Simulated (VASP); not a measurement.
These are vdW-DF2, VASP's PBE PAW potentials (set 64) (plane waves; VASP) values and carry that method's errors.

Input for VASP

### INCAR
```
LASPH=.TRUE.   ! aspherical one-centre terms
SYSTEM=Si
AGGAC=0.0
ENCUT=520
ZAB_VDW=-1.8867
PREC=Accurate
LWAVE=.FALSE.
NELM=100   ! most electronic steps
ALGO=Normal   ! blocked Davidson
ICHARG=11
GGA=ML
EDIFF=1E-7
ISMEAR=0
LUSE_VDW=.TRUE.
LCHARG=.FALSE.
LORBIT=11
SIGMA=0.05
LREAL=.FALSE.   ! projection in real space or not
```

**POSCAR**
```
Si
2.7696320
  0.0000000000   1.0000001612   1.0000001612
  1.0000001612   0.0000000000   1.0000001612
  1.0000001612   1.0000001612   0.0000000000
Si
2
direct
  0.0000000000   0.0000000000   0.0000000000
  0.2500000000   0.2500000000   0.2500000000
```

File KPOINTS:
```
k-points along high-symmetry lines
15
Line-mode
Reciprocal
  0.000000   0.000000   0.000000 ! GAMMA
  0.500000   0.000000   0.500000 ! X

  0.500000   0.000000   0.500000 ! X
  0.625000   0.250000   0.625000 ! U

  0.375000   0.375000   0.750000 ! K
  0.000000   0.000000   0.000000 ! GAMMA

  0.000000   0.000000   0.000000 ! GAMMA
  0.500000   0.500000   0.500000 ! L

  0.500000   0.500000   0.500000 ! L
  0.500000   0.250000   0.750000 ! W

  0.500000   0.250000   0.750000 ! W
  0.500000   0.000000   0.500000 ! X
```

POTCAR, in this order: Si (PBE.64 set). Program: vasp_std. Read from the step before: CHGCAR.

Output of the run:

File OUTCAR:
```
 ion  position               nearest neighbor table
   1  0.000  0.000  0.000-   2 2.40   2 2.40   2 2.40   2 2.40
   2  0.250  0.250  0.250-   1 2.40   1 2.40   1 2.40   1 2.40
  LATTYP: Found a face centered cubic cell.
 ALAT       =     5.5392648930
 Subroutine PRICEL returns:
 Original cell was already a primitive cell.
 Subroutine GETGRP returns: Found 48 space group operations
The static configuration has the point symmetry T_d .
 The point group associated with its full space group is O_h .
The dynamic configuration has the point symmetry T_d .
 Subroutine INISYM returns: Found 48 space group operations
   k-points           NKPTS =     90   k-points in BZ     NKDIM =     90   number of bands    NBANDS=      8
   number of dos      NEDOS =    301   number of ions     NIONS =      2
   total plane-waves  NPLWV =  27000
   dimension x,y,z NGX =    30 NGY =   30 NGZ =   30
   dimension x,y,z NGXF=    60 NGYF=   60 NGZF=   60
   ions per type =               2
   PREC   = accura    normal or accurate (medium, high low for compatibility)
   ISTART =      0    job   : 0-new  1-cont  2-samecut
   ICHARG =     11    charge: 1-file 2-atom 10-const
   ISPIN  =      1    spin polarized calculation?
   LNONCOLLINEAR =      F non collinear calculations
   LSORBIT =      F    spin-orbit coupling
   INIWAV =      1    electr: 0-lowe 1-rand  2-diag
   ENCUT  =  520.0 eV  38.22 Ry    6.18 a.u.   7.28  7.28  7.28*2*pi/ulx,y,z
   NELM   =    100;   NELMIN=  2; NELMDL= -5     # of ELM steps
   EDIFF  = 0.1E-06   stopping-criterion for ELM
   LREAL  =      F    real-space projection
   NLSPLINE    = F    spline interpolate recip. space projectors
   LMAXMIX     =    2 max onsite mixed and CHGCAR
   VOSKOWN=      0    Vosko Wilk Nusair interpolation
   EDIFFG = 0.1E-05   stopping-criterion for IOM
   NSW    =      0    number of steps for IOM
   NBLOCK =      1;   KBLOCK =      1    inner block; outer block
   IBRION =     -1    ionic relax: 0-MD 1-quasi-New 2-CG
   NFREE  =      0    steps in history (QN), initial steepest desc. (CG)
   ISIF   =      2    stress and relaxation
   ISYM   =      2    0-nonsym 1-usesym 2-fastsym
   TEIN   =    0.0    initial temperature
   TEBEG  =    0.0;   TEEND  =   0.0 temperature during run
   SMASS  =  -3.00    Nose mass-parameter (am)
   PSTRESS=    0.0 pullay stress
   NELECT =       8.0000    total number of electrons
   EFERMI =   0.00;   METHOD = LEGACY
   ISMEAR =     0;   SIGMA  =   0.05  broadening in eV -4-tet -1-fermi 0-gaus
   IALGO  =     38    algorithm
   LDIAG  =      T    sub-space diagonalisation (order eigenvalues)
   IMIX   =      4    mixing-type and parameters
     AMIX     =   0.40;   BMIX     =  1.00
     AMIX_MAG =   1.60;   BMIX_MAG =  1.00
     AMIN     =   0.10
   GGA     = ML    functional components
   VOSKOWN =     0    Vosko Wilk Nusair interpolation
   LHFCALC =     F    Hartree Fock is set to
   LHFONE  =     F    Hartree Fock one center treatment
   AEXX    =    0.0000 exact exchange contribution
   LUSE_VDW   =     T    switch on vdW DFT
   IVDW    =     0    specifies the selected vdW correction
   LEPSILON=     F    determine dielectric tensor
   LRPA    =     F    only Hartree local field effects (RPA)
  energy-cutoff  :      520.00
  volume of cell :       42.49
      direct lattice vectors                 reciprocal lattice vectors
     0.000000000  2.769632447  2.769632447    -0.180529370  0.180529370  0.180529370
     2.769632447  0.000000000  2.769632447     0.180529370 -0.180529370  0.180529370
     2.769632447  2.769632447  0.000000000     0.180529370  0.180529370 -0.180529370
 k-point     1 :   0.0000 0.0000 0.0000  plane waves:    1139
 k-point     2 :   0.0357 0.0000 0.0357  plane waves:    1155
 k-point     3 :   0.0714 0.0000 0.0714  plane waves:    1155
 k-point     4 :   0.1071 0.0000 0.1071  plane waves:    1155
 k-point     5 :   0.1429 0.0000 0.1429  plane waves:    1155
 k-point     6 :   0.1786 0.0000 0.1786  plane waves:    1154
 k-point     7 :   0.2143 0.0000 0.2143  plane waves:    1146
 k-point     8 :   0.2500 0.0000 0.2500  plane waves:    1118
...
```

### OSZICAR
```
       N       E                     dE             d eps       ncg     rms          rms(c)
DAV:   1     0.119820871487E+02    0.11982E+02   -0.31814E+03  1448   0.757E+02
DAV:   2    -0.568571268585E+01   -0.17668E+02   -0.16986E+02  2152   0.800E+01
DAV:   3    -0.599669992146E+01   -0.31099E+00   -0.31099E+00  1960   0.130E+01
DAV:   4    -0.599820090729E+01   -0.15010E-02   -0.15010E-02  2456   0.941E-01
DAV:   5    -0.599820308334E+01   -0.21761E-05   -0.21761E-05  1888   0.268E-02
DAV:   6    -0.599820310979E+01   -0.26444E-07   -0.26437E-07  2440   0.202E-03
   1 F= -.59982031E+01 E0= -.59982031E+01  d E =-.316950E-12
```

**OUTCAR**
```
 val. band max:        5.1989393937   @ k =   0.0000   0.0000   0.0000

 cond. band min:       6.1751542583   @ k =   0.4286   0.0000   0.4286



 k-point     1 :       0.0000    0.0000    0.0000
  band No.  band energies     occupation
      1      -6.2672      2.00000
      2       5.1989      2.00000
      3       5.1989      2.00000
      4       5.1989      2.00000
      5       7.8107      0.00000
      6       7.9670      0.00000
      7       7.9670      0.00000
      8       7.9670      0.00000

 k-point     2 :       0.0357    0.0000    0.0357
  band No.  band energies     occupation
      1      -6.2463      2.00000
      2       5.0295      2.00000
      3       5.1216      2.00000
      4       5.1216      2.00000
      5       7.9168      0.00000
      6       7.9765      0.00000
      7       8.0705      0.00000
      8       8.0705      0.00000

 k-point     3 :       0.0714    0.0000    0.0714
  band No.  band energies     occupation
      1      -6.1835      2.00000
      2       4.6129      2.00000
      3       4.9191      2.00000
      4       4.9191      2.00000
      5       7.7774      0.00000
      6       8.3510      0.00000
      7       8.3510      0.00000
      8       8.3731      0.00000

 k-point     4 :       0.1071    0.0000    0.1071
  band No.  band energies     occupation
      1      -6.0790      2.00000
      2       4.0787      2.00000
      3       4.6475      2.00000
      4       4.6475      2.00000
      5       7.5755      0.00000
      6       8.7522      0.00000
      7       8.7522      0.00000
      8       8.8339      0.00000

 k-point     5 :       0.1429    0.0000    0.1429
  band No.  band energies     occupation
      1      -5.9332      2.00000
      2       3.4944      2.00000
      3       4.3500      2.00000
      4       4.3500      2.00000
      5       7.3407      0.00000
      6       9.1953      0.00000
      7       9.2298      0.00000
      8       9.2298      0.00000
...
```

The density is held fixed in this step, so its total energy and stress have no physical meaning.

The compound is Si in the diamond structure. It was relaxed first, which changed the volume by +6 %.
